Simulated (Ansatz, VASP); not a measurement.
LiBi2I2O2: VASP beside Ansatz

Contents of INCAR:

```
  ALGO = Normal
  EDIFF = 1E-6
  ENCUT = 520
  GGA = RE
  ISIF = 2
  ISMEAR = -1
  LASPH = True
  LCHARG = True
  LELF = True
  LREAL = False
  LVHAR = True
  LWAVE = False
  NELM = 60
  PREC = Accurate
  SIGMA = 0.05
```

The input LiBi2I2O2.cif:

```cif
data_LiBi2I2O2
_cell_length_a 3.92940479
_cell_length_b 3.92940479
_cell_length_c 9.28312104
_cell_angle_alpha 90.00000000
_cell_angle_beta 90.00000000
_cell_angle_gamma 90.00000000
_space_group_name_H-M_alt 'P-4m2'
_space_group_name_Hall 'P -4 -2'
_space_group_IT_number 115
loop_
_space_group_symop_operation_xyz
'x,y,z'
'y,-x,-z'
'-x,-y,z'
'-y,x,-z'
'-x,y,z'
'-y,-x,-z'
'x,-y,z'
'y,x,-z'
loop_
_atom_site_label
_atom_site_type_symbol
_atom_site_symmetry_multiplicity
_atom_site_Wyckoff_symbol
_atom_site_fract_x
_atom_site_fract_y
_atom_site_fract_z
_atom_site_occupancy
Bi1 Bi 2 g 0.0000000000 0.5000000000 0.1081770000 1
I1 I 2 g 0.5000000000 0.0000000000 0.3224990000 1
O1 O 1 a 0.0000000000 0.0000000000 0.0000000000 1
O2 O 1 b 0.5000000000 0.5000000000 0.0000000000 1
Li1 Li 1 d 0.0000000000 0.0000000000 0.5000000000 1
```

The input KPOINTS:

```
k-points
0
Gamma
  7 7 3
```

The input POSCAR:

```
Bi I  O  Li
 1.0000000000000000
     3.9294047900000000    0.0000000000000000    0.0000000000000000
     0.0000000000000000    3.9294047900000000    0.0000000000000000
     0.0000000000000000    0.0000000000000000    9.2831210399999993
 Bi  I   O   Li 
   2   2   2   1
Cartesian
  0.0000000000000000  1.9647023950000000  1.0042201847440799
  1.9647023950000000  0.0000000000000000  8.2789008552559196
  1.9647023950000000  0.0000000000000000  2.9937972522789598
  0.0000000000000000  1.9647023950000000  6.2893237877210399
  0.0000000000000000  0.0000000000000000  0.0000000000000000
  1.9647023950000000  1.9647023950000000  0.0000000000000000
  0.0000000000000000  0.0000000000000000  4.6415605199999987
```

The input input.yaml:

```yaml
crystal:
  lattice:
    - [3.92940479, 0.0, 0.0]
    - [0.0, 3.92940479, 0.0]
    - [0.0, 0.0, 9.28312104]
  atoms:
    - { symbol: Bi, position: [0.0, 0.5, 0.108177] }
    - { symbol: Bi, position: [0.5, 0.0, 0.891823] }
    - { symbol: I, position: [0.5, 0.0, 0.322499] }
    - { symbol: I, position: [0.0, 0.5, 0.677501] }
    - { symbol: O, position: [0.0, 0.0, 0.0] }
    - { symbol: O, position: [0.5, 0.5, 0.0] }
    - { symbol: Li, position: [0.0, 0.0, 0.5] }
hamiltonian:
  xc: revpbe
  pseudopotentials: { kind: paw }
kpoints:
  mp_grid: { grid: [7, 7, 3] }
scf:
  occupations: { method: fermi_dirac, width: 0.05 }
output:
  forces: true
  stress: true
  eigenvalues: true
  write_density: true
  write_potential: true
  elf: true
  volumetric_format: npy
```

Change from the starting cell: volume scaled by 0.8.

Alike in both runs: task single point; functional revPBE; k mesh 7 × 7 × 3; occupations fermi-dirac, width 0.05 eV; no spin polarisation.

|  | VASP | Ansatz |
| --- | --- | --- |
| version | VASP 6.6.1 | Ansatz 0.2.0 |
| potentials or method | VASP PAW PBE potentials, release 64 (Bi_d, I, O, Li_sv) | Ansatz PAW |
| plane-wave cutoff (eV) | 520 | 420 |
| valence electrons in the cell | 59 | 79 |

```csv
,VASP,Ansatz,Ansatz less VASP
gap on the k mesh at the Fermi level (eV),none,none,-
rms of the force components (eV/Å),1.102,1.083,-0.0182
```

Atom by atom the forces differ by 0.019 eV/Å (rms over components). A gap of «none» marks a metal or a gap that the smearing closes. The functional is the same, so the differences come from potentials, cutoffs and numerics. The two sets of potentials don't hold the same shells in valence.

Caveats: spin-orbit coupling is left out, which moves the levels of the heavy elements; an odd number of electrons without spin polarisation forces a metal; a magnetic or distorted state may lie lower; the PAW data sets were made with another functional, which shifts forces and pressure a little (VASP); the PAW data sets come from PBE, with cores solved anew for the run's functional, which leaves a small shift of forces and pressure (Ansatz).
